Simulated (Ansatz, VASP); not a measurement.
# MnO (Manganosite) in two plane-wave programs, part 2 of 2

Wanted: the spread between two codes on one cell, functional and k mesh. The cell is taken from a series of runs on this material, whose earlier steps may have relaxed, scaled, displaced or heated it; both programs get it as it stands.

VASP 6.6.1 and Ansatz 0.2.0.

So far: Set-up; Ansatz: zone-centre phonons, PBE, DFT+U.

### Step 3. VASP: zone-centre phonons, PBE, DFT+U

Level of this step: PBE, DFT+U (Mn d 3.9 eV), spin-polarised from a ferromagnetic start; plane waves and PAW (Mn_pv, O) (VASP).

The same cell, functional, mesh and smearing now go to VASP, with its own data sets.

Lines of VASP's logs that name or quote its potential files are left out, and so is its time.

The input, INCAR:

```
SYSTEM = MnO
PREC = Accurate
ENCUT = 600
EDIFF = 1E-08
NELM = 200
ISMEAR = 0
SIGMA = 0.15
LREAL = .FALSE.
ALGO = Normal
GGA = PE
NBANDS = 19
ISPIN = 2
MAGMOM = 4.32 0.16
LDAU = .TRUE.
LDAUTYPE = 2
LDAUL = 2 -1
LDAUU = 3.9 0
LDAUJ = 0 0
LDAUPRINT = 1
LASPH = .TRUE.
LMAXMIX = 4
LORBIT = 11
LWAVE = .FALSE.
LCHARG = .FALSE.
ISIF = 2
IBRION = 6
NFREE = 2
POTIM = 0.015
NSW = 1
GGA_COMPAT = .FALSE.
KPAR = 2
```

The input, POSCAR:

```
MnO
1.0
    0.0000000000      2.2664296361      2.2664296361
    2.2664296361      0.0000000000      2.2664296361
    2.2664296361      2.2664296361      0.0000000000
Mn O
1 1
Direct
    0.0000000000      0.0000000000      0.0000000000
    0.5000000000      0.5000000000      0.5000000000
```

The input, KPOINTS:

```
Automatic mesh
0
Gamma
16 16 16
0 0 0
```

Potentials, in the order of the species: Mn_pv and O (PBE family, release 64).

On the command line:

```bash
$ mpirun -np 2 vasp_std
```

Numbers of over 12 decimals in the logs are rounded to 6 here.

The program printed:

```text
[banner, memory and clock lines left out]
running    2 mpi-ranks, on    1 nodes
 distrk:  each k-point on    1 cores,    2 groups
 distr:  one band on    1 cores,    1 groups

 POSCAR found type information on POSCAR MnO
 POSCAR found :  2 types and       2 ions
 LDA part: xc-table for (Slater+PW92), standard interpolation
 POSCAR, INCAR and KPOINTS ok, starting setup
 FFT: planning ... GRIDC
 FFT: planning ... GRID_SOFT
 FFT: planning ... GRID
 WAVECAR not read
 entering main loop
       N       E                     dE             d eps       ncg     rms          rms(c)
DAV:   1     0.184340017288E+03    0.18434E+03   -0.11498E+04 11036   0.128E+03
DAV:   2    -0.655610388428E+01   -0.19090E+03   -0.17691E+03 11467   0.354E+02
DAV:   3    -0.161681984035E+02   -0.96121E+01   -0.95220E+01 12152   0.858E+01
DAV:   4    -0.162498409764E+02   -0.81643E-01   -0.81622E-01 12274   0.814E+00
DAV:   5    -0.162506179795E+02   -0.77700E-03   -0.77699E-03 12097   0.802E-01    0.135E+01
DAV:   6    -0.151459062837E+02    0.11047E+01   -0.10242E+01 14756   0.346E+01    0.136E+01
DAV:   7    -0.154672882605E+02   -0.32138E+00   -0.10178E+00 11638   0.124E+01    0.787E+00
DAV:   8    -0.154730728742E+02   -0.57846E-02   -0.13615E-01 11990   0.318E+00    0.472E+00
DAV:   9    -0.154863745073E+02   -0.13302E-01   -0.21579E-02 11633   0.177E+00    0.443E-01
DAV:  10    -0.154860627646E+02    0.31174E-03   -0.35212E-03 11947   0.781E-01    0.111E-01
DAV:  11    -0.154861760205E+02   -0.11326E-03   -0.23786E-04 12078   0.161E-01    0.596E-02
DAV:  12    -0.154862441194E+02   -0.68099E-04   -0.36591E-05 11770   0.675E-02    0.212E-02
DAV:  13    -0.154862538946E+02   -0.97751E-05   -0.62866E-06 11916   0.267E-02    0.682E-03
DAV:  14    -0.154862554140E+02   -0.15194E-05   -0.28877E-06 11767   0.177E-02    0.478E-03
DAV:  15    -0.154862564829E+02   -0.10689E-05   -0.25491E-07 12363   0.501E-03    0.131E-03
DAV:  16    -0.154862564884E+02   -0.55538E-08   -0.54218E-08 12026   0.210E-03
   1 F= -.15486256E+02 E0= -.15486212E+02  d E =-.891131E-04  mag=     5.0000
[...]
2 F= -.15485944E+02 E0= -.15485899E+02  d E =-.890571E-04  mag=     5.0000
[...]
3 F= -.15485944E+02 E0= -.15485899E+02  d E =-.890566E-04  mag=     5.0000
[...]
4 F= -.15485945E+02 E0= -.15485900E+02  d E =-.890571E-04  mag=     5.0000
 Finite differences progress:
  Degree of freedom:   2/  2
  Displacement:        1/  2
  Total:               3/  4
 bond charge predicted
       N       E                     dE             d eps       ncg     rms          rms(c)
DAV:   1    -0.154829094240E+02    0.30352E-02   -0.34431E+00 26551   0.103E+01    0.218E-01
DAV:   2    -0.154862363792E+02   -0.33270E-02   -0.39345E-02 28711   0.134E+00    0.121E-01
DAV:   3    -0.154859389116E+02    0.29747E-03   -0.51492E-04 28908   0.224E-01    0.109E-01
DAV:   4    -0.154859410398E+02   -0.21282E-05   -0.18624E-04 29066   0.113E-01    0.377E-02
DAV:   5    -0.154859449220E+02   -0.38821E-05   -0.14867E-05 28504   0.303E-02    0.160E-02
DAV:   6    -0.154859445415E+02    0.38049E-06   -0.89112E-07 29309   0.127E-02    0.854E-03
DAV:   7    -0.154859445644E+02   -0.22970E-07   -0.14123E-06 29132   0.136E-02    0.136E-03
DAV:   8    -0.154859445895E+02   -0.25016E-07   -0.25238E-07 28512   0.392E-03    0.960E-04
DAV:   9    -0.154859445896E+02   -0.13824E-09   -0.23842E-09 16497   0.521E-04
   5 F= -.15485945E+02 E0= -.15485900E+02  d E =-.890544E-04  mag=     5.0000
 Finite differences progress:
  Degree of freedom:   2/  2
  Displacement:        2/  2
  Total:               4/  4
```

Parts of OUTCAR (step 3):

```text
ion  position               nearest neighbor table
   1  0.000  0.000  0.000-   2 2.27   2 2.27   2 2.27   2 2.27   2 2.27   2 2.27
   2  0.500  0.500  0.500-   1 2.27   1 2.27   1 2.27   1 2.27   1 2.27   1 2.27

  LATTYP: Found a face centered cubic cell.
 ALAT       =     4.5328592722

 Subroutine GETGRP returns: Found 48 space group operations
 (whereof 48 operations were pure point group operations)

The static configuration has the point symmetry O_h .

 Found    145 irreducible k-points:

   k-points           NKPTS =    145   k-points in BZ     NKDIM =    145   number of bands    NBANDS=     19

   dimension x,y,z NGX =    28 NGY =   28 NGZ =   28
   dimension x,y,z NGXF=    56 NGYF=   56 NGZF=   56

   ENCUT  =  600.0 eV  44.10 Ry    6.64 a.u.   6.40  6.40  6.40*2*pi/ulx,y,z

   NELECT =      19.0000    total number of electrons

 k-points in reciprocal lattice and weights: Automatic mesh
   0.00000000  0.00000000  0.00000000       0.000
   0.06250000  0.00000000  0.00000000       0.002
   0.12500000  0.00000000  0.00000000       0.002
   0.18750000  0.00000000  0.00000000       0.002
   0.25000000  0.00000000  0.00000000       0.002
   0.31250000  0.00000000  0.00000000       0.002
   0.37500000  0.00000000  0.00000000       0.002
   0.43750000  0.00000000  0.00000000       0.002
   0.50000000  0.00000000  0.00000000       0.001
[...]
18      25.5402      0.00000
    ...

 k-point     2 :       0.0625    0.0000    0.0000
  band No.  band energies     occupation
    ...
      8       2.2282      1.00000
      9       2.2315      1.00000
     10       3.4419      1.00000
     11       3.8492      1.00000
     12       3.8523      1.00000
     13       6.5155      0.01885
     14      19.9602      0.00000
     15      22.0371      0.00000
     16      22.0382      0.00000
     17      22.5339      0.00000
    ...

 k-point     3 :       0.1250    0.0000    0.0000
  band No.  band energies     occupation
    ...
      8       2.2127      1.00000
      9       2.2135      1.00000
     10       3.1511      1.00000
     11       4.2627      1.00000
     12       4.2647      1.00000
     13       7.2431      0.00000
     14      18.7202      0.00000
     15      21.6838      0.00000
     16      21.6839      0.00000
     17      22.9392      0.00000
    ...

 k-point     4 :       0.1875    0.0000    0.0000
  band No.  band energies     occupation
    ...
      8       2.3093      1.00000
      9       2.3096      1.00000
     10       3.0668      1.00000
     11       4.7201      1.00000
     12       4.7215      1.00000
     13       8.0735      0.00000
     14      17.4472      0.00000
     15      21.0168      0.00000
     16      21.0175      0.00000
     17      23.1760      0.00000
    ...

 k-point     5 :       0.2500    0.0000    0.0000
  band No.  band energies     occupation
    ...
      8       2.4343      1.00000
      9       2.4345      1.00000
     10       3.1346      1.00000
     11       5.1554      1.00000
     12       5.1565      1.00000
     13       8.8668      0.00000
     14      16.2843      0.00000
     15      20.2150      0.00000
     16      20.2158      0.00000
     17      23.3696      0.00000
    ...

 k-point     6 :       0.3125    0.0000    0.0000
  band No.  band energies     occupation
    ...
      8       2.5639      1.00000
      9       2.5641      1.00000
     10       3.2731      1.00000
     11       5.5332      1.00000
     12       5.5340      1.00000
     13       9.5279      0.00000
     14      15.3305      0.00000
     15      19.4619      0.00000
     16      19.4628      0.00000
     17      23.5857      0.00000
    ...

 spin component 2
 k-point     1 :       0.0000    0.0000    0.0000
  band No.  band energies     occupation
    ...
      3     -38.6281      1.00000
      4     -12.3396      1.00000
      5       3.9211      1.00000
      6       3.9218      1.00000
      7       3.9218      1.00000
      8       7.5278      0.00000
      9       9.4659      0.00000
     10       9.4666      0.00000
     11       9.4666      0.00000
     12      10.0080      0.00000
    ...

  Total       -0.2343903     -0.2407738     -0.2407738      0.0000000      0.0000000      0.0000000
  in kB      -16.1284820    -16.5677305    -16.5677305      0.0000000      0.0000000      0.0000000
  external PRESSURE =     -16.4213143 kB  Pullay stress =       0.0000000 kB

  energy-cutoff  :      600.00
  volume of cell :       23.28
      direct lattice vectors                 reciprocal lattice vectors
     0.000000000  2.266429636  2.266429636    -0.220611305  0.220611305  0.220611305
     2.266429636  0.000000000  2.266429636     0.220611305 -0.220611305  0.220611305
     2.266429636  2.266429636  0.000000000     0.220611305  0.220611305 -0.220611305

 POSITION                                       TOTAL-FORCE (eV/Angst)
 -----------------------------------------------------------------------------------
      0.00000      0.00000      0.00000        -0.041619      0.000000      0.000000
      2.25143      2.26643      2.26643         0.041619      0.000000      0.000000
 -----------------------------------------------------------------------------------
    total drift:                                0.000083     -0.000000     -0.000000

  FREE ENERGIE OF THE ION-ELECTRON SYSTEM (eV)
  ---------------------------------------------------
  free  energy   TOTEN  =       -15.4859445896 eV

  energy  without entropy=      -15.4858555352  energy(sigma->0) =      -15.48590006

 Eigenvectors and eigenvalues of the dynamical matrix
 ----------------------------------------------------

   1 f  =    7.399617 THz    46.493162 2PiTHz  246.824642 cm-1    30.602342 meV
             X         Y         Z           dx          dy          dz
      0.000000  0.000000  0.000000    -0.000000    0.475198    0.000000
      2.266430  2.266430  2.266430     0.000000   -0.879879    0.000000

   2 f  =    7.399617 THz    46.493162 2PiTHz  246.824642 cm-1    30.602342 meV
             X         Y         Z           dx          dy          dz
      0.000000  0.000000  0.000000     0.000000    0.000000   -0.475198
      2.266430  2.266430  2.266430     0.000000    0.000000    0.879879

   3 f  =    7.399617 THz    46.493162 2PiTHz  246.824642 cm-1    30.602342 meV
             X         Y         Z           dx          dy          dz
      0.000000  0.000000  0.000000     0.475198    0.000000    0.000000
      2.266430  2.266430  2.266430    -0.879879   -0.000000    0.000000

   4 f/i=    0.002341 THz     0.014709 2PiTHz    0.078085 cm-1     0.009681 meV
             X         Y         Z           dx          dy          dz
      0.000000  0.000000  0.000000    -0.286221   -0.828694   -0.074370
      2.266430  2.266430  2.266430    -0.154580   -0.447555   -0.040165

   5 f/i=    0.002341 THz     0.014709 2PiTHz    0.078085 cm-1     0.009681 meV
             X         Y         Z           dx          dy          dz
      0.000000  0.000000  0.000000     0.832018   -0.284786   -0.028789
      2.266430  2.266430  2.266430     0.449350   -0.153805   -0.015548

   6 f/i=    0.002341 THz     0.014709 2PiTHz    0.078085 cm-1     0.009681 meV
             X         Y         Z           dx          dy          dz
      0.000000  0.000000  0.000000     0.003043   -0.079689    0.876257
      2.266430  2.266430  2.266430     0.001644   -0.043038    0.473243

 ELASTIC MODULI CONTR FROM IONIC RELAXATION (kBar)
 Direction    XX          YY          ZZ          XY          YZ          ZX
 --------------------------------------------------------------------------------
 XX           0.0000      0.0000      0.0000      0.0000      0.0000      0.0000
 YY           0.0000      0.0000      0.0000      0.0000      0.0000      0.0000
 ZZ           0.0000      0.0000      0.0000      0.0000      0.0000      0.0000
 XY           0.0000      0.0000      0.0000      0.0000      0.0000      0.0000
 YZ           0.0000      0.0000      0.0000      0.0000      0.0000      0.0000
 ZX           0.0000      0.0000      0.0000      0.0000      0.0000      0.0000
 --------------------------------------------------------------------------------

 total charge
# of ion       s       p       d       tot
------------------------------------------
    1        0.198   6.164   4.933  11.296
    2        1.551   3.428   0.000   4.980
--------------------------------------------------
tot          1.750   9.593   4.933  16.275

 magnetization (x)
# of ion       s       p       d       tot
------------------------------------------
    1        0.033   0.025   4.573   4.632
    2        0.022   0.119   0.000   0.141
--------------------------------------------------
tot          0.055   0.144   4.573   4.773

[... 5 further parts left out ...]
```

Levels, forces or a CONTCAR printed for this step are those of its last displaced cell, not of the structure at rest.

### Step 4. Differences

Known differences besides the potentials themselves: VASP starts from the moments at which Ansatz ended; U acts on the PAW sphere in VASP and on atomic orbitals in Ansatz, so only states and trends compare; the data sets hold 21 valence electrons in Ansatz (on its default PAW (the set named soft_2) files) and 19 in VASP; the cutoff is 420 eV in Ansatz and 600 eV in VASP; VASP uses finite displacements, Ansatz perturbation theory. Total energies have different zeros and are not compared.

Compared:

```tsv
quantity	Ansatz	VASP	difference
optical mode 1 to 3 (cm⁻¹)	228.8	246.8	-7.29 %
```

Our record labels this cell a metal in Ansatz alone; each run is judged by its own test, so with a small gap or wide smearing the label says little about the levels. Modes are paired by rising frequency, not by their patterns, so a pair may set unlike modes beside each other; they are those without the splitting of longitudinal modes. Moments aren't recorded for both runs of this pair, so they may hold unlike magnetic states.

### Step 5. Outcome

- r.m.s. difference of the optical zone-centre modes, each program's sorted by frequency (zone-centre phonons, PBE, DFT+U): 18 cm⁻¹
- difference in optical mode 1 to 3 (zone-centre phonons, PBE, DFT+U): -7.3 %

**Reading.** The r.m.s. difference of the optical zone-centre modes, each program's sorted by frequency is 18 cm⁻¹ (zone-centre phonons, PBE, DFT+U). The data sets hold unlike numbers of valence electrons (21 in Ansatz and 19 in VASP), so part of the differences comes from the potentials. Among the rows given in per cent, the largest difference of the zone-centre phonons, PBE, DFT+U pair is in optical mode 1 to 3, -7.3 %. What causes the difference of the zone-centre phonons, PBE, DFT+U pair stays open here. 2 further runs of this series are not shown here. How closely two codes agree says nothing of how well the functional describes the real material.

[Lines on the potential files, build, host, timing and source positions are cut from VASP's logs without a mark.]

[Logs are printed without paths, hosts, clocks, repeated set-up lines and the standing remarks that a program may print on its own settings, such as how far it seeks lower states.]

[Hosts, paths, dates, database ids (printed as entryN), source tags and the programs' standing remarks are cut or masked in the printed files.]
